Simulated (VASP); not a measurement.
The system is MgTi3O4.

```
Mg Ti O
1.0
     3.05000    0.00000    0.00000
    -1.52500    2.64138    0.00000
     0.00000    0.00000   11.30000
Mg Ti O
1 3 4
Direct
  0.00000 0.00000 0.00000
  0.00000 0.00000 0.50000
  0.00000 0.00000 0.75000
  0.00000 0.00000 0.25000
  0.33333 0.66667 0.62500
  0.66667 0.33333 0.87500
  0.33333 0.66667 0.12500
  0.66667 0.33333 0.37500
```

The cell was built by a generator and needn't be a form met in nature.

```yaml
Program: VASP 6.6.1
Task: relaxation of cell and atoms
Functional: PBE
Potentials_or_basis: VASP PAW PBE potentials, release 64 (Mg, Ti_sv, O)
Cutoff: 520 eV
k_mesh: 5 × 5 × 2
Occupations: gaussian, width 0.15 eV
Spin: no spin polarisation
```

At the start: pressure -20.0 GPa; volume 11.38 Å³/atom.

Question: Where does the relaxation end?

Answer: Over 10 steps the energy falls by 160.3 meV/atom and the volume is 9.72 Å³/atom (-14.5 %); space group P-3m1 (No. 164, to 0.05 Å).

Step by step:
| step | energy change (eV) | largest force (eV/Å) | pressure (GPa) | volume (Å³) |
| --- | --- | --- | --- | --- |
| 1 | 0.0000 | 0.9700 | -20.01 | 91.04 |
| 2 | -0.9102 | 1.0813 | 15.51 | 73.53 |
| 3 | -1.0741 | 1.1365 | 2.06 | 77.76 |
| 4 | -1.2348 | 0.6939 | 1.56 | 77.53 |
| 5 | -1.2367 | 0.7181 | 1.22 | 77.50 |
| 6 | -1.2722 | 0.1725 | -0.97 | 78.27 |
| 7 | -1.2731 | 0.1906 | -1.40 | 78.41 |
| 8 | -1.2804 | 0.1306 | 0.39 | 77.66 |
| 9 | -1.2808 | 0.1255 | 0.30 | 77.72 |
| 10 | -1.2824 | 0.0409 | 0.14 | 77.79 |

Final structure:
```xyz
8
Lattice="2.8340 0.0000 0.0000 -1.4170 2.4543 0.0000 0.0000 0.0000 11.1848" Properties=species:S:1:pos:R:3 pbc="T T T"
Mg    0.0000    0.0000    0.0000
Ti   -1.4170    2.4543    5.5924
Ti    0.0000    0.0000    8.4417
Ti    0.0000    0.0000    2.7431
O     0.0000    1.6362    6.9996
O     1.4170    0.8181    9.9187
O     0.0000    1.6362    1.2661
O     1.4170    0.8181    4.1851
```

Caveat: the k mesh is coarse (spacing up to 0.48 Å⁻¹), so the values aren't converged; the relaxation stopped at a loose force limit of 0.08 eV/Å, so its end isn't a converged minimum.
